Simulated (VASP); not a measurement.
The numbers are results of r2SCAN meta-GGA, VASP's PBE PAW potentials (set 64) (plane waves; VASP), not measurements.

A VASP calculation is set up with these files.

File KPOINTS:
```
Automatic mesh
0
Gamma
6 6 5
0 0 0
```

**KPOINTS_OPT**
```
k-points along high-symmetry lines
6
Line-mode
Reciprocal
  0.000000   0.000000   0.000000 ! GAMMA
  0.000000   0.500000   0.000000 ! X

  0.000000   0.500000   0.000000 ! X
  0.500000   0.500000   0.000000 ! M

  0.500000   0.500000   0.000000 ! M
  0.000000   0.000000   0.000000 ! GAMMA

  0.000000   0.000000   0.000000 ! GAMMA
  0.000000   0.000000   0.500000 ! Z

  0.000000   0.000000   0.500000 ! Z
  0.000000   0.500000   0.500000 ! R

  0.000000   0.500000   0.500000 ! R
  0.500000   0.500000   0.500000 ! A

  0.500000   0.500000   0.500000 ! A
  0.000000   0.000000   0.500000 ! Z

  0.000000   0.500000   0.000000 ! X
  0.000000   0.500000   0.500000 ! R

  0.500000   0.500000   0.000000 ! M
  0.500000   0.500000   0.500000 ! A
```

**POSCAR**
```
Zn2SeS
1
    3.9076843213     0.0000000000     0.0000000000
    0.0000000000     3.9076843213     0.0000000000
    0.0000000000     0.0000000000     5.5091234670
Zn Se S
2 1 1
Direct
  0.5000000000   0.0000000000   0.7630988125
  1.0000000000   0.5000000000   0.2369011875
  1.0000000000   0.0000000000   0.5000000000
  0.5000000000   0.5000000000   0.0000000000
```

**INCAR**
```
# general
SYSTEM =Zn2SeS
PREC   =Accurate
ENCUT  =400
LREAL  =.FALSE.
LASPH  =.TRUE.

# electronic loop
EDIFF  =1E-7
NELM   =100
ALGO   =Normal
LMAXMIX=4
LMIXTAU=.TRUE.

# smearing
ISMEAR =-5

# functional
METAGGA=R2SCAN

# ions
ISIF   =2

# output
LWAVE  =.FALSE.
LCHARG =.FALSE.
LORBIT =11
NEDOS  =601
```

POTCAR, in this order: Zn Se S (PBE.64 set). Program: vasp_std.

### Question
What will the output report for the number of irreducible k-points (NKPTS), number of bands (NBANDS), largest plane-wave count, number of space-group operations, FFT grid (NGX, NGY, NGZ)?

### Answer

```json
{
  "number of irreducible k-points (NKPTS)": "30",
  "number of bands (NBANDS)": "22",
  "largest_plane_wave_count": "1546",
  "number_of_space_group_operations": "8",
  "FFT grid (NGX, NGY, NGZ)": "28 × 28 × 36"
}
```

The structure comes from a computed database's Zn2SeS entry (P-4m2); how it stands against other phases isn't given here. It was relaxed first.
